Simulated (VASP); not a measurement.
Computed with PBEsol GGA, VASP's PBE PAW potentials (set 64) (plane waves; VASP).

Input for VASP

### INCAR
```
LREAL=.FALSE.
IBRION=2   # conjugate gradients
NELM=100
SYSTEM=KZnF3
NSW=40   # most ionic steps
ENCUT=620   # plane-wave cut-off (eV)
ALGO=Normal
PREC=Accurate
EDIFF=1E-6   # SCF stop (eV)
LCHARG=.FALSE.
ISMEAR=0   # Gaussian
ISIF=3   # ions, shape and volume
EDIFFG=-0.02
LWAVE=.FALSE.
PSTRESS=300
LASPH=.TRUE.   # aspherical one-centre terms
GGA=PS   # PBEsol
LMAXMIX=4   # l cut-off of mixed one-centre charges
SIGMA=0.05   # width (eV)
```

**KPOINTS**
```
Automatic mesh
0
Gamma
6 6 6
0 0 0
```

### POSCAR
```
KZnF3
1
    3.8371167109     0.0000000000     0.0000000000
    0.0000000000     3.8371167109     0.0000000000
    0.0000000000     0.0000000000     3.8371167109
K Zn F
1 1 3
Direct
  0.0000000000   0.0000000000   0.0000000000
  0.5000000000   0.5000000000   0.5000000000
  0.5000000000   0.0000000000   0.5000000000
  0.0000000000   0.5000000000   0.5000000000
  0.5000000000   0.5000000000   0.0000000000
```

POTCAR, in this order: K_sv Zn F (PBE.64 set). Program: vasp_std.

The run wrote:

**OSZICAR**
```
       N       E                     dE             d eps       ncg     rms          rms(c)
DAV:   1     0.503781966166E+03    0.50378E+03   -0.25450E+04  1000   0.238E+03
DAV:   2     0.165521902834E+02   -0.48723E+03   -0.47599E+03  1152   0.557E+02
DAV:   3    -0.216095386842E+02   -0.38162E+02   -0.37998E+02  1228   0.167E+02
DAV:   4    -0.225000415148E+02   -0.89050E+00   -0.88952E+00  1532   0.227E+01
DAV:   5    -0.225126768725E+02   -0.12635E-01   -0.12633E-01  1368   0.227E+00    0.154E+01
DAV:   6    -0.207490761603E+02    0.17636E+01   -0.62973E+00  1482   0.368E+01    0.105E+01
DAV:   7    -0.207884041447E+02   -0.39328E-01   -0.12164E+00  1061   0.810E+00    0.610E+00
DAV:   8    -0.207978906679E+02   -0.94865E-02   -0.44110E-01  1335   0.152E+01    0.140E+00
DAV:   9    -0.207792527480E+02    0.18638E-01   -0.54791E-02  1535   0.589E+00    0.783E-01
DAV:  10    -0.207722351504E+02    0.70176E-02   -0.11098E-01  1482   0.897E+00    0.357E-01
DAV:  11    -0.207713876842E+02    0.84747E-03   -0.18837E-02  1470   0.209E+00    0.122E-01
DAV:  12    -0.207715786580E+02   -0.19097E-03   -0.95333E-04  1128   0.350E-01    0.137E-01
DAV:  13    -0.207715385585E+02    0.40100E-04   -0.24899E-03  1434   0.672E-01    0.104E-01
DAV:  14    -0.207714079635E+02    0.13059E-03   -0.31882E-04  1461   0.293E-01    0.512E-02
DAV:  15    -0.207713958485E+02    0.12115E-04   -0.21753E-05  1448   0.130E-01    0.445E-02
DAV:  16    -0.207713685198E+02    0.27329E-04   -0.48591E-05  1372   0.110E-01    0.208E-02
DAV:  17    -0.207713641732E+02    0.43465E-05   -0.93922E-06  1406   0.404E-02    0.108E-02
DAV:  18    -0.207713631881E+02    0.98512E-06   -0.12587E-06   646   0.311E-02
   1 F= -.10192824E+02 E0= -.10192824E+02  d E =-.101928E+02
       N       E                     dE             d eps       ncg     rms          rms(c)
DAV:   1    -0.240127641466E+02   -0.32414E+01   -0.82418E+01  1172   0.123E+02    0.168E+01
DAV:   2    -0.201815321498E+02    0.38312E+01   -0.14967E+01  1327   0.426E+01    0.545E+00
DAV:   3    -0.198269332941E+02    0.35460E+00   -0.61069E-01  1396   0.130E+01    0.258E+00
DAV:   4    -0.197626555181E+02    0.64278E-01   -0.20904E-01  1795   0.515E+00    0.142E+00
DAV:   5    -0.197603381167E+02    0.23174E-02   -0.26721E-02  1466   0.242E+00    0.282E-01
DAV:   6    -0.197592530737E+02    0.10850E-02   -0.30204E-03  1741   0.192E+00    0.118E-01
DAV:   7    -0.197593370665E+02   -0.83993E-04   -0.20708E-03  1602   0.108E+00    0.672E-02
DAV:   8    -0.197592971691E+02    0.39897E-04   -0.70061E-04  1496   0.598E-01    0.166E-02
DAV:   9    -0.197593000809E+02   -0.29118E-05   -0.44150E-05  1525   0.133E-01    0.569E-03
DAV:  10    -0.197593003446E+02   -0.26368E-06   -0.10028E-05  1060   0.265E-02    0.288E-03
DAV:  11    -0.197593001508E+02    0.19379E-06   -0.26712E-07   533   0.180E-02
   2 F= -.10204851E+02 E0= -.10204851E+02  d E =-.120273E-01
       N       E                     dE             d eps       ncg     rms          rms(c)
DAV:   1    -0.212410505569E+02   -0.14818E+01   -0.18546E+01  1154   0.579E+01    0.761E+00
DAV:   2    -0.204209013632E+02    0.82015E+00   -0.30419E+00  1226   0.205E+01    0.260E+00
DAV:   3    -0.203331077214E+02    0.87794E-01   -0.15916E-01  1246   0.107E+01    0.157E+00
DAV:   4    -0.203192980794E+02    0.13810E-01   -0.49289E-02  1643   0.256E+00    0.882E-01
DAV:   5    -0.203181783696E+02    0.11197E-02   -0.54241E-03  1538   0.716E-01    0.147E-01
DAV:   6    -0.203180702428E+02    0.10813E-03   -0.78450E-04  1637   0.118E+00    0.410E-02
DAV:   7    -0.203180693944E+02    0.84836E-06   -0.14577E-04  1452   0.128E-01    0.234E-02
DAV:   8    -0.203180655802E+02    0.38142E-05   -0.38498E-05  1608   0.184E-01    0.102E-02
DAV:   9    -0.203180634320E+02    0.21482E-05   -0.91403E-06  1418   0.892E-02    0.216E-03
DAV:  10    -0.203180636355E+02   -0.20350E-06   -0.14233E-06   611   0.115E-02
   3 F= -.10288583E+02 E0= -.10288583E+02  d E =-.957592E-01
```

OUTCAR:
```
------------------------ aborting loop because EDIFF is reached ----------------------------------------
  FORCE on cell =-STRESS in cart. coord.  units (eV):
  Direction    XX          YY          ZZ          XY          YZ          ZX
  --------------------------------------------------------------------------------------
  Total       10.0130944     10.0130944     10.0130944      0.0000000      0.0000000     -0.0000000
  in kB      299.5098633    299.5098633    299.5098633      0.0000000      0.0000000     -0.0000000
  external PRESSURE =      -0.4901367 kB  Pullay stress =     300.0000000 kB
  volume of cell :       53.56
      direct lattice vectors                 reciprocal lattice vectors
     3.769547794 -0.000000000  0.000000000     0.265283810 -0.000000000 -0.000000000
     0.000000000  3.769547794 -0.000000000     0.000000000  0.265283810 -0.000000000
     0.000000000  0.000000000  3.769547794     0.000000000  0.000000000  0.265283810
 POSITION                                       TOTAL-FORCE (eV/Angst)
 -----------------------------------------------------------------------------------
      0.00000      0.00000      0.00000         0.000000      0.000000      0.000000
      1.88477      1.88477      1.88477        -0.000000      0.000000      0.000000
      1.88477     -0.00000      1.88477         0.000000      0.000000      0.000000
      0.00000      1.88477      1.88477        -0.000000      0.000000      0.000000
      1.88477      1.88477     -0.00000         0.000000      0.000000      0.000000
 -----------------------------------------------------------------------------------
    total drift:                                0.000000     -0.000000     -0.000000
  FREE ENERGIE OF THE ION-ELECTRON SYSTEM (eV)
  ---------------------------------------------------
  free  energy   TOTEN  =       -20.3180636355 eV

  energy  without entropy=      -20.3180636355  energy(sigma->0) =      -20.31806364
  enthalpy is  TOTEN    =       -10.2885832195 eV   P V=       10.0294804161

 reached required accuracy - stopping structural energy minimisation
```
(Selected blocks of OUTCAR.)

File CONTCAR:
```
KZnF3
   1.00000000000000
     3.7695477942572624   -0.0000000000000000    0.0000000000000000
     0.0000000000000000    3.7695477942572624   -0.0000000000000000
     0.0000000000000000    0.0000000000000000    3.7695477942572624
  K               Zn              F
     1     1     3
Direct
     0.0000000000000000    0.0000000000000000    0.0000000000000000
     0.5000000000000000    0.5000000000000000    0.5000000000000000
     0.5000000000000000    0.0000000000000000    0.5000000000000000
     0.0000000000000000    0.5000000000000000    0.5000000000000000
     0.5000000000000000    0.5000000000000000    0.0000000000000000
```

OUTCAR:
```
 val. band max:        1.6761983323   @ k =   0.5000   0.5000   0.5000

 cond. band min:       5.9097268038   @ k =   0.0000   0.0000   0.0000


 Fermi energy:         2.0045570669

 k-point     1 :       0.0000    0.0000    0.0000
  band No.  band energies     occupation
      1     -26.2782      2.00000
      2     -21.9200      2.00000
      3     -20.9642      2.00000
      4     -20.9642      2.00000
      5      -9.8763      2.00000
      6      -9.8763      2.00000
      7      -9.8763      2.00000
      8      -4.5166      2.00000
      9      -4.5166      2.00000
     10      -4.5166      2.00000
     11      -2.3911      2.00000
     12      -2.3911      2.00000
     13      -2.3911      2.00000
     14      -2.0266      2.00000
     15      -2.0266      2.00000
     16      -2.0266      2.00000
     17      -1.7370      2.00000
     18      -1.7370      2.00000
     19      -1.5957      2.00000
     20      -1.5957      2.00000
     21      -1.5957      2.00000
     22       5.9097      0.00000
     23       9.0567      0.00000
     24       9.0567      0.00000
     25      11.4144      0.00000

 k-point     2 :       0.1667    0.0000    0.0000
  band No.  band energies     occupation
      1     -26.2562      2.00000
      2     -21.8862      2.00000
      3     -21.0116      2.00000
      4     -20.9604      2.00000
      5      -9.8472      2.00000
      6      -9.8446      2.00000
      7      -9.8446      2.00000
      8      -4.9334      2.00000
      9      -4.5073      2.00000
     10      -4.5073      2.00000
     11      -2.8183      2.00000
     12      -2.8183      2.00000
     13      -2.3884      2.00000
     14      -2.3250      2.00000
     15      -2.1201      2.00000
     16      -1.8578      2.00000
     17      -1.8578      2.00000
     18      -1.7367      2.00000
     19      -1.4096      2.00000
     20      -1.4096      2.00000
     21      -0.8995      2.00000
     22       6.5186      0.00000
     23       9.3636      0.00000
...
```

Energy and stress use the plane-wave basis of the starting cell.

The compound is KZnF3 in the cubic perovskite structure. This run relaxes it under an external pressure of 30 GPa. Symmetry was kept, so distortions that lower it aren't found.
